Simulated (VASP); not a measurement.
Runs of VASP 6.6.1 on InSb. It takes space group F-43m (No. 216, cubic). The conventional cell has a = 6.521 Å, b = 6.521 Å, c = 6.521 Å, α = 90.00°, β = 90.00°, γ = 90.00°. In (site symmetry -43m) is surrounded by 4 Sb at 2.82 Å. Around Sb (site symmetry -43m) lie 4 In at 2.82 Å. The cell is a database's computed one.

```csv
level,k mesh,cutoff (eV),smearing,gap on the mesh (eV),pressure (GPa)
PBEsol,12 × 12 × 12,700,gaussian 0.1 eV,none,0.0
PBEsol,12 × 12 × 12,900,gaussian 0.1 eV,none,0.0
PBEsol,18 × 18 × 18,520,gaussian 0.1 eV,none,0.0
r2SCAN,12 × 12 × 12,520,gaussian 0.1 eV,0.12,(a)
PBEsol,12 × 12 × 12,520,gaussian 0.5 eV,none,0.0
```

Alike in all rows: task single point; potentials or basis VASP PAW PBE potentials, release 64 (In_d, Sb); no spin polarisation; cell as given.

Q: Estimate the missing entries.

A: (a) 0.7.

Caveats: the PAW data sets were made with another functional, which shifts forces and pressure a little; this crystal is a semiconductor, whose small gap the functional closes, so the metal is an error of the method (some runs); spin-orbit coupling is left out, which moves the levels of the heavy elements (some runs).

A k mesh can miss the band edges, and the runs leave out spin-orbit coupling on In, Sb.

A gap of «none» marks a metal or a gap under the smearing width.
